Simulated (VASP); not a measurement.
Calculation: optB88-vdW, VASP's PBE PAW potentials (set 64) (plane waves; VASP).

The input files of a VASP run:

KPOINTS:
```
kpoints
0
gamma
 6 6 6
```

INCAR:
```
ISIF=2   # forces and stress, cell fixed
LASPH=.TRUE.   # aspherical one-centre terms
LORBIT=11
LUSE_VDW=.TRUE.
EDIFF=1E-7   # SCF stop (eV)
LWAVE=.FALSE.
SYSTEM=KMgF3
LREAL=.FALSE.
PARAM1=0.1833333333
ISMEAR=-5   # tetrahedra, Bloechl
ALGO=Normal
ENCUT=520
LCHARG=.TRUE.
PREC=Accurate
GGA=BO
NEDOS=601   # DOS grid
LEFG=.TRUE.
PARAM2=0.22
AGGAC=0.0
NELM=100   # most electronic steps
```

POSCAR:
```
KMgF3
1
    3.9960252713     0.0000000000     0.0000000000
    0.0000000000     3.9960252713     0.0000000000
   -0.0000000000     0.0000000000     3.9960252713
K Mg F
1 1 3
Direct
  0.0000000000   0.0000000000   0.0000000000
  0.5000000000   0.5000000000   0.5000000000
  0.5000000000   0.0000000000   0.5000000000
  0.0000000000   0.5000000000   0.5000000000
  0.5000000000   0.5000000000   0.0000000000
```

POTCAR, in this order: K_sv Mg F (PBE.64 set). Program: vasp_std.

The run wrote:

File OUTCAR:
```
 ion  position               nearest neighbor table
   1  0.000  0.000  0.000-   3 2.83   4 2.83   5 2.83   3 2.83   4 2.83   4 2.83   5 2.83   4 2.83
                             3 2.83   5 2.83   3 2.83   5 2.83   2 3.46   2 3.46   2 3.46   2 3.46
   2  0.500  0.500  0.500-   3 2.00   4 2.00   5 2.00   5 2.00   3 2.00   4 2.00   1 3.46   1 3.46
                             1 3.46   1 3.46   1 3.46   1 3.46   1 3.46   1 3.46
   3  0.500  0.000  0.500-   2 2.00   2 2.00   1 2.83   1 2.83   1 2.83   1 2.83
   4  0.000  0.500  0.500-   2 2.00   2 2.00   1 2.83   1 2.83   1 2.83   1 2.83
   5  0.500  0.500  0.000-   2 2.00   2 2.00   1 2.83   1 2.83   1 2.83   1 2.83
  LATTYP: Found a simple cubic cell.
 ALAT       =     3.9960252713
 Subroutine PRICEL returns:
 Original cell was already a primitive cell.
 Subroutine GETGRP returns: Found 48 space group operations
The static configuration has the point symmetry O_h .
The dynamic configuration has the point symmetry O_h .
 Subroutine INISYM returns: Found 48 space group operations
 Subroutine IBZKPT returns following result:
 Found     20 irreducible k-points:

 Following reciprocal coordinates:
            Coordinates               Weight
  0.000000  0.000000  0.000000      1.000000
  0.166667  0.000000  0.000000      6.000000
  0.333333  0.000000  0.000000      6.000000
  0.500000  0.000000  0.000000      3.000000
  0.166667  0.166667  0.000000     12.000000
  0.333333  0.166667  0.000000     24.000000
  0.500000  0.166667  0.000000     12.000000
  0.333333  0.333333  0.000000     12.000000
  0.500000  0.333333  0.000000     12.000000
  0.500000  0.500000  0.000000      3.000000
  0.166667  0.166667  0.166667      8.000000
  0.333333  0.166667  0.166667     24.000000
  0.500000  0.166667  0.166667     12.000000
  0.333333  0.333333  0.166667     24.000000
  0.500000  0.333333  0.166667     24.000000
  0.500000  0.500000  0.166667      6.000000
  0.333333  0.333333  0.333333      8.000000
  0.500000  0.333333  0.333333     12.000000
  0.500000  0.500000  0.333333      6.000000
...
```

**OSZICAR**
```
       N       E                     dE             d eps       ncg     rms          rms(c)
DAV:   1     0.247189357020E+03    0.24719E+03   -0.17892E+04   800   0.156E+03
DAV:   2    -0.739827898394E+01   -0.25459E+03   -0.24631E+03  1036   0.388E+02
DAV:   3    -0.179529775472E+02   -0.10555E+02   -0.10525E+02   952   0.772E+01
DAV:   4    -0.183482014458E+02   -0.39522E+00   -0.39468E+00  1380   0.121E+01
DAV:   5    -0.183500565647E+02   -0.18551E-02   -0.18550E-02   932   0.858E-01    0.957E+00
DAV:   6    -0.158911064463E+02    0.24590E+01   -0.10686E+01   880   0.241E+01    0.412E+00
DAV:   7    -0.158747642436E+02    0.16342E-01   -0.27151E-01  1048   0.357E+00    0.261E+00
DAV:   8    -0.158617611262E+02    0.13003E-01   -0.75154E-02   952   0.294E+00    0.305E-01
DAV:   9    -0.158610432739E+02    0.71785E-03   -0.15146E-02  1008   0.872E-01    0.118E-01
DAV:  10    -0.158613057194E+02   -0.26245E-03   -0.10988E-03  1036   0.259E-01    0.581E-02
DAV:  11    -0.158613275246E+02   -0.21805E-04   -0.20324E-04   948   0.110E-01    0.251E-02
DAV:  12    -0.158613104820E+02    0.17043E-04   -0.89217E-05   916   0.642E-02    0.154E-03
DAV:  13    -0.158613106351E+02   -0.15314E-06   -0.14060E-06   996   0.960E-03    0.573E-04
DAV:  14    -0.158613106036E+02    0.31521E-07   -0.46251E-08   600   0.177E-03
   1 F= -.15861311E+02 E0= -.15861311E+02  d E =0.000000E+00
```

### OUTCAR
```
------------------------ aborting loop because EDIFF is reached ----------------------------------------
  FORCE on cell =-STRESS in cart. coord.  units (eV):
  Direction    XX          YY          ZZ          XY          YZ          ZX
  --------------------------------------------------------------------------------------
  Total        0.0187200      0.0187200      0.0187200      0.0000000      0.0000000     -0.0000000
  in kB        0.4700367      0.4700367      0.4700367      0.0000000      0.0000000     -0.0000000
  external PRESSURE =       0.4700367 kB  Pullay stress =       0.0000000 kB
  volume of cell :       63.81
      direct lattice vectors                 reciprocal lattice vectors
     3.996025271  0.000000000  0.000000000     0.250248668  0.000000000  0.000000000
     0.000000000  3.996025271  0.000000000     0.000000000  0.250248668  0.000000000
     0.000000000  0.000000000  3.996025271     0.000000000  0.000000000  0.250248668
 POSITION                                       TOTAL-FORCE (eV/Angst)
 -----------------------------------------------------------------------------------
      0.00000      0.00000      0.00000         0.000000      0.000000      0.000000
      1.99801      1.99801      1.99801         0.000000      0.000000      0.000000
      1.99801      0.00000      1.99801         0.000000      0.000000      0.000000
      0.00000      1.99801      1.99801         0.000000      0.000000      0.000000
      1.99801      1.99801      0.00000         0.000000      0.000000      0.000000
 -----------------------------------------------------------------------------------
    total drift:                                0.000000      0.000000     -0.000000
  FREE ENERGIE OF THE ION-ELECTRON SYSTEM (eV)
  ---------------------------------------------------
  free  energy   TOTEN  =       -15.8613106036 eV

  energy  without entropy=      -15.8613106036  energy(sigma->0) =      -15.86131060

 total charge

# of ion       s       p       d       tot
------------------------------------------
    1        1.952   5.554   0.027   7.533
    2        0.123   0.157   0.077   0.357
    3        1.722   4.408   0.000   6.129
    4        1.722   4.408   0.000   6.129
    5        1.722   4.408   0.000   6.129
--------------------------------------------------
tot          7.240  18.933   0.105  26.278

 Electric field gradients after diagonalization (V/A^2)
 (convention: |V_zz| > |V_xx| > |V_yy|)
----------------------------------------------------------------------
 ion       V_xx      V_yy      V_zz     asymmetry (V_yy - V_xx)/ V_zz
----------------------------------------------------------------------
   1      -0.000     0.000     0.000       0.199
   2       0.000     0.000     0.000      -0.778
   3     -22.253   -22.253    44.506       0.000
   4     -22.253   -22.253    44.506       0.000
   5     -22.253   -22.253    44.506       0.000
```
(Selected blocks of OUTCAR.)

The compound is KMgF3 in the cubic perovskite structure. It was relaxed first.
